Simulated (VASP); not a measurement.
Runs of VASP 6.6.1 on Sb. The cell holds a sheet with vacuum, 2 atoms: a = 4.063 Å, b = 4.063 Å, c = 17.650 Å, α = 90.00°, β = 90.00°, γ = 120.00°. The cell was built by a generator and needn't be a form met in nature.

```csv
task,level,spin,cell,k mesh,cutoff (eV),dipole correction,grid for exact exchange (PRECFOCK),exchange at q = 0,screening parameter,gap on the mesh (eV),largest force (eV/Å)
work function,PBE,"non-collinear, zero start, SOC","P-3m1, 126.16 Å³/atom",12 × 12 × 1,520,yes,-,-,-,-,(c)
work function,PBE0,off,"P-3m1, 126.16 Å³/atom",6 × 6 × 1,520,yes,Fast,default,-,(a),0.62
work function,PBE,off,"P-3m1, 126.16 Å³/atom",12 × 12 × 1,520,yes,-,-,-,1.14,(b)
work function,r2SCAN,off,"P-3m1, 126.16 Å³/atom",12 × 12 × 1,520,yes,-,-,-,1.39,0.24
work function,HSE06,off,"P-3m1, 126.16 Å³/atom",6 × 6 × 1,520,yes,Fast,-,0.2 1/A,1.68,0.60
relaxation of cell and atoms,PBE+D3(BJ),off,relaxed,12 × 12 × 1,600,no,-,-,-,1.14,-
```

Alike in all rows: potentials or basis VASP PAW PBE potentials, release 64 (Sb); smearing gaussian 0.03 eV.

Task: Fill in the values left out.

Result: (a) 2.31; (b) 0.03; (c) 0.05.

Caveats: spin-orbit coupling is left out, which moves the levels of the heavy elements (some runs); the PAW data sets were made with another functional, which shifts forces and pressure a little (some runs).

A k mesh can miss the band edges, and rows without SOC leave out spin-orbit coupling on Sb.
